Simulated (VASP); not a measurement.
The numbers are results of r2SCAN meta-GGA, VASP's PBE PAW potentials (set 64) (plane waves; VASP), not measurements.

The input files of a VASP run:

File POSCAR:
```
Re
1.0
  1.4053568067  -2.4341492757   0.0000000000
  1.4053568067   2.4341492757   0.0000000000
  0.0000000000   0.0000000000   4.5541484489
Re
2
Cart
  1.4053568067   0.8113847147   1.1385371122
  1.4053568067  -0.8113847147   3.4156113367
```

**INCAR**
```
ALGO  =  Normal
EDIFF  =  1E-7
EDIFFG  =  -0.01
ENCUT  =  520
IBRION  =  2
ISIF  =  4
ISMEAR  =  1
LASPH  =  T
LCHARG  =  F
LMAXMIX  =  6
LMIXTAU  =  T
LREAL  =  F
LWAVE  =  F
METAGGA  =  R2SCAN
NELM  =  100
NSW  =  30
PREC  =  Accurate
SIGMA  =  0.1
SYSTEM  =  Re
```

### KPOINTS
```
K-points
0
G
15 15 8
0 0 0
```

POTCAR, in this order: Re (PBE.64 set). Program: vasp_std.

What VASP printed:

OSZICAR:
```
       N       E                     dE             d eps       ncg     rms          rms(c)
DAV:   1    -0.486794715036E+02   -0.48679E+02   -0.73046E+03  5401   0.163E+03
DAV:   2    -0.996774663267E+02   -0.50998E+02   -0.44232E+02  4739   0.330E+02
DAV:   3    -0.105812095681E+03   -0.61346E+01   -0.50512E+01  5161   0.232E+02
DAV:   4    -0.106182906291E+03   -0.37081E+00   -0.32848E+00  5469   0.267E+01
DAV:   5    -0.106198621667E+03   -0.15715E-01   -0.15172E-01  5166   0.367E+00    0.316E+01
DAV:   6    -0.105096731861E+03    0.11019E+01   -0.49722E-01  5582   0.162E+01    0.159E+01
DAV:   7    -0.103811003799E+03    0.12857E+01   -0.31208E+00  5456   0.550E+01    0.801E+00
DAV:   8    -0.105226212423E+03   -0.14152E+01   -0.18241E+00  5088   0.449E+01    0.783E+00
DAV:   9    -0.104723785177E+03    0.50243E+00   -0.38177E-01  4861   0.239E+01    0.126E+00
DAV:  10    -0.104747689382E+03   -0.23904E-01   -0.45724E-03  5218   0.837E-01    0.113E+00
DAV:  11    -0.104788323902E+03   -0.40635E-01   -0.10692E-02  5629   0.212E+00    0.205E-01
DAV:  12    -0.104787567505E+03    0.75640E-03   -0.36621E-04  4977   0.741E-01    0.179E-01
DAV:  13    -0.104787919234E+03   -0.35173E-03   -0.11117E-03  4914   0.101E+00    0.386E-02
DAV:  14    -0.104788193882E+03   -0.27465E-03   -0.20232E-04  4965   0.210E-01    0.709E-02
DAV:  15    -0.104788217665E+03   -0.23783E-04   -0.18439E-05  4819   0.600E-02    0.244E-02
DAV:  16    -0.104788218780E+03   -0.11149E-05   -0.16114E-05  5171   0.169E-01    0.491E-03
DAV:  17    -0.104788216674E+03    0.21057E-05   -0.23112E-06  5244   0.290E-02    0.223E-03
DAV:  18    -0.104788220236E+03   -0.35619E-05   -0.87830E-08  2430   0.113E-02    0.419E-03
DAV:  19    -0.104788219348E+03    0.88764E-06   -0.48371E-08  2169   0.119E-02    0.179E-03
DAV:  20    -0.104788219406E+03   -0.57511E-07   -0.31847E-08  2127   0.782E-03
   1 F= -.10478822E+03 E0= -.10478851E+03  d E =-.104788E+03
       N       E                     dE             d eps       ncg     rms          rms(c)
DAV:   1    -0.104788380413E+03   -0.16106E-03   -0.18813E-02  4476   0.511E+00    0.671E-02
DAV:   2    -0.104788224346E+03    0.15607E-03   -0.22364E-04  5591   0.224E-01    0.342E-02
DAV:   3    -0.104788207516E+03    0.16830E-04   -0.48710E-05  4968   0.880E-02    0.765E-03
DAV:   4    -0.104788214571E+03   -0.70550E-05   -0.21362E-05  5797   0.719E-02    0.496E-03
DAV:   5    -0.104788219516E+03   -0.49452E-05   -0.38018E-06  5082   0.402E-02    0.135E-03
DAV:   6    -0.104788219212E+03    0.30371E-06   -0.36335E-07  2477   0.845E-03    0.118E-03
DAV:   7    -0.104788219445E+03   -0.23247E-06   -0.32487E-08  1953   0.120E-02    0.953E-04
DAV:   8    -0.104788219450E+03   -0.53675E-08   -0.25467E-08  1899   0.327E-03
   2 F= -.10478822E+03 E0= -.10478858E+03  d E =-.443704E-07
       N       E                     dE             d eps       ncg     rms          rms(c)
DAV:   1    -0.104788295061E+03   -0.75616E-04   -0.46428E-03  4470   0.255E+00    0.334E-02
DAV:   2    -0.104788256604E+03    0.38458E-04   -0.54301E-05  5556   0.108E-01    0.170E-02
DAV:   3    -0.104788252660E+03    0.39436E-05   -0.12190E-05  5150   0.452E-02    0.389E-03
DAV:   4    -0.104788254968E+03   -0.23075E-05   -0.47496E-06  5579   0.325E-02    0.231E-03
DAV:   5    -0.104788255655E+03   -0.68743E-06   -0.10922E-06  3931   0.229E-02    0.101E-03
DAV:   6    -0.104788255959E+03   -0.30410E-06   -0.80938E-08  1884   0.130E-02    0.990E-04
DAV:   7    -0.104788255930E+03    0.29407E-07   -0.40431E-08  1860   0.835E-03
   3 F= -.10478826E+03 E0= -.10478858E+03  d E =-.365237E-04
```

### OUTCAR
```
------------------------ aborting loop because EDIFF is reached ----------------------------------------
  FORCE on cell =-STRESS in cart. coord.  units (eV):
  Direction    XX          YY          ZZ          XY          YZ          ZX
  --------------------------------------------------------------------------------------
  Total       -3.9477991     -3.9477988     -3.9479544     -0.0000000     -0.0000000      0.0000000
  in kB     -202.9993467   -202.9993292   -203.0073297     -0.0000000     -0.0000000      0.0000000
  external PRESSURE =    -203.0020019 kB  Pullay stress =       0.0000000 kB
  volume of cell :       31.16
      direct lattice vectors                 reciprocal lattice vectors
     1.404818132 -2.433216275 -0.000000000     0.355917957 -0.205489337 -0.000000000
     1.404818132  2.433216275  0.000000000     0.355917957  0.205489337 -0.000000000
     0.000000000 -0.000000000  4.557641657     0.000000000 -0.000000000  0.219411721
 POSITION                                       TOTAL-FORCE (eV/Angst)
 -----------------------------------------------------------------------------------
      1.40482      0.81107      1.13941        -0.000000      0.000000      0.000000
      1.40482     -0.81107      3.41823         0.000000     -0.000000      0.000000
 -----------------------------------------------------------------------------------
    total drift:                               -0.000000      0.000014     -0.000017
  FREE ENERGIE OF THE ION-ELECTRON SYSTEM (eV)
  ---------------------------------------------------
  free  energy   TOTEN  =      -104.7882559296 eV

  energy  without entropy=     -104.7892308069  energy(sigma->0) =     -104.78858089

 reached required accuracy - stopping structural energy minimisation
```
(Selected blocks of OUTCAR.)

CONTCAR:
```
Re
   1.00000000000000
     1.4048181317833779   -2.4332162746625037   -0.0000000000000000
     1.4048181317833779    2.4332162746625037    0.0000000000000000
     0.0000000000000000   -0.0000000000000000    4.5576416570638392
  Re
     2
Direct
     0.3333330000000032    0.6666669999999968    0.2500000000000000
     0.6666669999999968    0.3333330000000032    0.7500000000000000
```

The compound is Re in the hcp structure. This cell is one point of a volume scan, at 1.06 of the reference volume. Symmetry was kept, so distortions that lower it aren't found.
